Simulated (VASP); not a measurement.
Output of a VASP run:

**OUTCAR**
```
 ion  position               nearest neighbor table
   1  0.667  0.333  0.250-   3 2.28   3 2.28   3 2.28   4 2.50   4 2.50   5 2.60   6 2.60   5 2.60
                             6 2.60   5 2.60   6 2.60
   2  0.333  0.667  0.750-   4 2.28   4 2.28   4 2.28   3 2.50   3 2.50   5 2.60   6 2.60   6 2.60
                             5 2.60   6 2.60   5 2.60
   3  0.333  0.667  0.250-   1 2.28   1 2.28   1 2.28   2 2.50   2 2.50   5 2.60   6 2.60   6 2.60
                             5 2.60   6 2.60   5 2.60
   4  0.667  0.333  0.750-   2 2.28   2 2.28   2 2.28   1 2.50   1 2.50   5 2.60   6 2.60   5 2.60
                             6 2.60   5 2.60   6 2.60
   5  0.000  0.000  0.500-   6 2.50   6 2.50   3 2.60   4 2.60   1 2.60   2 2.60   1 2.60   4 2.60
                             2 2.60   3 2.60   1 2.60   4 2.60   2 2.60   3 2.60
   6  0.000  0.000  0.000-   5 2.50   5 2.50   3 2.60   4 2.60   1 2.60   2 2.60   1 2.60   4 2.60
                             2 2.60   3 2.60   1 2.60   4 2.60   2 2.60   3 2.60
  LATTYP: Found a hexagonal cell.
 ALAT       =     3.9407680000
 C/A-ratio  =     1.2694822431
 Subroutine PRICEL returns:
 Original cell was already a primitive cell.
 Subroutine GETGRP returns: Found 24 space group operations
The static configuration has the point symmetry D_3d.
 The point group associated with its full space group is D_6h.
The dynamic configuration has the point symmetry D_3d.
 Subroutine INISYM returns: Found 24 space group operations
 Subroutine IBZKPT returns following result:
 Found     10 irreducible k-points:

 Following reciprocal coordinates:
            Coordinates               Weight
  0.000000  0.000000  0.000000      1.000000
  0.200000 -0.000000  0.000000      6.000000
  0.400000 -0.000000  0.000000      6.000000
  0.200000  0.200000  0.000000      6.000000
  0.400000  0.200000  0.000000      6.000000
  0.000000  0.000000  0.333333      2.000000
  0.200000 -0.000000  0.333333     12.000000
  0.400000 -0.000000  0.333333     12.000000
  0.200000  0.200000  0.333333     12.000000
  0.400000  0.200000  0.333333     12.000000
   k-points           NKPTS =     10   k-points in BZ     NKDIM =     10   number of bands    NBANDS=     28
   number of dos      NEDOS =    301   number of ions     NIONS =      6
   total plane-waves  NPLWV =  16128
   dimension x,y,z NGX =    24 NGY =   24 NGZ =   28
   dimension x,y,z NGXF=    48 NGYF=   48 NGZF=   56
   ions per type =               2   4
   PREC   = accura    normal or accurate (medium, high low for compatibility)
   ISTART =      0    job   : 0-new  1-cont  2-samecut
   ICHARG =      2    charge: 1-file 2-atom 10-const
   ISPIN  =      1    spin polarized calculation?
   LNONCOLLINEAR =      F non collinear calculations
   LSORBIT =      F    spin-orbit coupling
   INIWAV =      1    electr: 0-lowe 1-rand  2-diag
   ENCUT  =  300.0 eV  22.05 Ry    4.70 a.u.   5.57  5.57  7.07*2*pi/ulx,y,z
   NELM   =    100;   NELMIN=  2; NELMDL= -5     # of ELM steps
   EDIFF  = 0.1E-05   stopping-criterion for ELM
   LREAL  =      F    real-space projection
   NLSPLINE    = F    spline interpolate recip. space projectors
   LMAXMIX     =    4 max onsite mixed and CHGCAR
   VOSKOWN=      0    Vosko Wilk Nusair interpolation
   EDIFFG = 0.1E-04   stopping-criterion for IOM
   NSW    =      0    number of steps for IOM
   NBLOCK =      1;   KBLOCK =      1    inner block; outer block
   IBRION =     -1    ionic relax: 0-MD 1-quasi-New 2-CG
   NFREE  =      0    steps in history (QN), initial steepest desc. (CG)
   ISIF   =      2    stress and relaxation
   ISYM   =      2    0-nonsym 1-usesym 2-fastsym
   TEIN   =    0.0    initial temperature
   TEBEG  =    0.0;   TEEND  =   0.0 temperature during run
   SMASS  =  -3.00    Nose mass-parameter (am)
   PSTRESS=    0.0 pullay stress
   NELECT =      48.0000    total number of electrons
   EFERMI =   0.00;   METHOD = LEGACY
   ISMEAR =     0;   SIGMA  =   0.14  broadening in eV -4-tet -1-fermi 0-gaus
   IALGO  =     38    algorithm
   LDIAG  =      T    sub-space diagonalisation (order eigenvalues)
   IMIX   =      4    mixing-type and parameters
     AMIX     =   0.40;   BMIX     =  1.00
     AMIX_MAG =   1.60;   BMIX_MAG =  1.00
     AMIN     =   0.10
   GGA     = PS    functional components
   VOSKOWN =     0    Vosko Wilk Nusair interpolation
...
```

OSZICAR:
```
       N       E                     dE             d eps       ncg     rms          rms(c)
DAV:   1     0.242328606530E+03    0.24233E+03   -0.14812E+04   560   0.141E+03
DAV:   2    -0.259012566155E+02   -0.26823E+03   -0.26000E+03   560   0.338E+02
DAV:   3    -0.442938503855E+02   -0.18393E+02   -0.16920E+02   628   0.107E+02
DAV:   4    -0.450261071463E+02   -0.73226E+00   -0.72508E+00   672   0.203E+01
DAV:   5    -0.450525880489E+02   -0.26481E-01   -0.26467E-01   684   0.357E+00    0.240E+01
DAV:   6    -0.472555202298E+02   -0.22029E+01   -0.12838E+02   704   0.145E+02    0.250E+01
DAV:   7    -0.394688302300E+02    0.77867E+01   -0.33281E+01   696   0.113E+02    0.866E+00
DAV:   8    -0.400886910686E+02   -0.61986E+00   -0.11398E+01   720   0.725E+01    0.878E+00
DAV:   9    -0.395404429919E+02    0.54825E+00   -0.24642E+00   800   0.425E+01    0.260E+00
DAV:  10    -0.394800274003E+02    0.60416E-01   -0.48846E-01   636   0.899E+00    0.838E-01
DAV:  11    -0.394790952413E+02    0.93216E-03   -0.32247E-02   700   0.192E+00    0.561E-01
DAV:  12    -0.394781435791E+02    0.95166E-03   -0.29975E-03   820   0.932E-01    0.222E-01
DAV:  13    -0.394779076456E+02    0.23593E-03   -0.11158E-03   844   0.739E-01    0.494E-02
DAV:  14    -0.394779114075E+02   -0.37619E-05   -0.13406E-04   676   0.102E-01    0.219E-02
DAV:  15    -0.394779123328E+02   -0.92536E-06   -0.75077E-06   644   0.339E-02
   1 F= -.39477912E+02 E0= -.39467025E+02  d E =-.217743E-01
```

**OUTCAR**
```
------------------------ aborting loop because EDIFF is reached ----------------------------------------
  FORCE on cell =-STRESS in cart. coord.  units (eV):
  Direction    XX          YY          ZZ          XY          YZ          ZX
  --------------------------------------------------------------------------------------
  Total       -4.8210432     -4.8210455     -3.8395262      0.0000000      0.0000000      0.0000000
  in kB     -114.8025781   -114.8026320    -91.4299006      0.0000000      0.0000000      0.0000000
  external PRESSURE =    -107.0117036 kB  Pullay stress =       0.0000000 kB
  volume of cell :       67.28
      direct lattice vectors                 reciprocal lattice vectors
     3.940768000  0.000000000  0.000000000     0.253757643  0.146507009  0.000000000
    -1.970384000  3.412806000  0.000000000     0.000000000  0.293014018  0.000000000
     0.000000000  0.000000000  5.002735000     0.000000000  0.000000000  0.199890660
 POSITION                                       TOTAL-FORCE (eV/Angst)
 -----------------------------------------------------------------------------------
      1.97039      1.13760      1.25068         0.000000     -0.000000      0.000000
     -0.00000      2.27521      3.75205        -0.000000      0.000000      0.000000
     -0.00000      2.27521      1.25068         0.000000     -0.000000      0.000000
      1.97039      1.13760      3.75205        -0.000000      0.000000      0.000000
      0.00000      0.00000      2.50137        -0.000000     -0.000000      0.000000
      0.00000      0.00000      0.00000        -0.000000     -0.000000      0.000000
 -----------------------------------------------------------------------------------
    total drift:                                0.000035     -0.000011      0.000021
  FREE ENERGIE OF THE ION-ELECTRON SYSTEM (eV)
  ---------------------------------------------------
  free  energy   TOTEN  =       -39.4779123328 eV

  energy  without entropy=      -39.4561380359  energy(sigma->0) =      -39.46702518
```
(Selected blocks of OUTCAR.)

### POSCAR
```
SiNi2
1
    3.9407680000     0.0000000000     0.0000000000
   -1.9703840000     3.4128060000     0.0000000000
    0.0000000000     0.0000000000     5.0027350000
Si Ni
2 4
Direct
  0.6666670000   0.3333330000   0.2500000000
  0.3333330000   0.6666670000   0.7500000000
  0.3333330000   0.6666670000   0.2500000000
  0.6666670000   0.3333330000   0.7500000000
  0.0000000000   0.0000000000   0.5000000000
  0.0000000000   0.0000000000   0.0000000000
```

Q: Reconstruct the remaining input files.

A: This is not unique; one that fits is the input of the run itself, PBEsol GGA, plane waves, VASP's PBE PAW potentials (set 64).

**INCAR**
```
ALGO = Normal
EDIFF = 1E-6
ENCUT = 300
GGA = PS
ISIF = 2
ISMEAR = 0
LASPH = .True.
LCHARG = .False.
LMAXMIX = 4
LREAL = .False.
LWAVE = .False.
NELM = 100
PREC = Accurate
SIGMA = 0.136
SYSTEM = SiNi2
```

File KPOINTS:
```
Automatic mesh
0
Gamma
5 5 3
0 0 0
```

POTCAR, in this order: Si Ni (PBE.64 set). Program: vasp_std.

At this cut-off the stress carries a Pulay error, which pulls relaxed volumes low.

The structure comes from a computed database's SiNi2 entry; how it stands against other phases isn't given here. The cell was not relaxed at this level. The k-mesh is coarse (spacing up to 0.42 per Å, 2π included), so the numbers may not be converged in it. The run is one of a series of settings (KPOINTS 5×5×3 Γ-centred mesh against the base run), some of them coarse on purpose. The run is not spin-polarised, so no magnetic state was tried.
